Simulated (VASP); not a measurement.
The system is Sr.

```
Sr
1.0
    -2.41471    2.41471    2.41471
     2.41471   -2.41471    2.41471
     2.41471    2.41471   -2.41471
Sr
1
Direct
  0.00000 0.00000 0.00000
```

The cell was built by a generator and needn't be a form met in nature.

```yaml
Program: VASP 6.6.1
Task: relaxation of cell and atoms
Functional: LDA
Potentials_or_basis: VASP PAW LDA potentials, release 64 (Sr_sv)
Cutoff: 600 eV
k_mesh: 9 × 9 × 9
Occupations: fermi-dirac, width 0.1 eV
Spin: no spin polarisation
```

At the start: pressure -1.7 GPa; volume 56.32 Å³/atom.

Question: Where does the relaxation end?

Answer: Over 4 steps the energy falls by 50.3 meV/atom and the volume is 47.80 Å³/atom (-15.1 %); space group Im-3m (No. 229, to 0.05 Å).

The path:
| step | energy change (eV) | largest force (eV/Å) | pressure (GPa) | volume (Å³) |
| --- | --- | --- | --- | --- |
| 1 | 0.0000 | 0.0000 | -1.68 | 56.32 |
| 2 | -0.0387 | 0.0000 | -0.92 | 51.64 |
| 3 | -0.0502 | 0.0000 | -0.11 | 48.20 |
| 4 | -0.0503 | 0.0000 | 0.03 | 47.80 |

Final structure:
```xyz
1
Lattice="-2.2862 2.2862 2.2862 2.2862 -2.2862 2.2862 2.2862 2.2862 -2.2862" Properties=species:S:1:pos:R:3 pbc="T T T"
Sr    0.0000    0.0000    0.0000
```

Caveat: the volume moved by over 15 % at a fixed basis, so the end points are rough.
